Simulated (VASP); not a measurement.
These are LDA (Ceperley-Alder, Perdew-Zunger), VASP's LDA PAW potentials (set 64) (plane waves; VASP) values and carry that method's errors.

VASP input:

File KPOINTS:
```
Automatic mesh
0
Gamma
14 14 8
0 0 0
```

### INCAR
```
LCHARG = F
EDIFF = 1E-6
EDIFFG = -0.02   ! ionic stop
ENCUT = 500   ! plane-wave cut-off (eV)
LREAL = F   ! projection in real space or not
ISMEAR = 1   ! Methfessel-Paxton
PSTRESS = 450
NELM = 100   ! most electronic steps
NSW = 40   ! most ionic steps
LMAXMIX = 4   ! l cut-off of mixed one-centre charges
LASPH = T   ! aspherical one-centre terms
IBRION = 2
PREC = Accurate
SYSTEM = Tl
ALGO = Normal
SIGMA = 0.1
ISIF = 3   ! ions, shape and volume
LWAVE = F
```

**POSCAR**
```
Tl
1
    1.5013979158    -2.6005036172     0.0000000000
    1.5013979158     2.6005036172     0.0000000000
   -0.0000000000    -0.0000000000     4.8106836148
Tl
2
Direct
  0.3333330000   0.6666670000   0.2500000000
  0.6666670000   0.3333330000   0.7500000000
```

POTCAR, in this order: Tl_d (LDA.64 set). Program: vasp_std.

Q: What will the output report for the number of irreducible k-points (NKPTS), largest plane-wave count, number of space-group operations, FFT grid (NGX, NGY, NGZ)?

A: 
```yaml
number of irreducible k-points (NKPTS): 120
largest_plane_wave_count: 980
number_of_space_group_operations: 24
FFT grid (NGX, NGY, NGZ): 24 × 24 × 36
```

The compound is Tl in the hcp structure. This run relaxes it under an external pressure of 45 GPa. Symmetry was kept, so distortions that lower it aren't found.
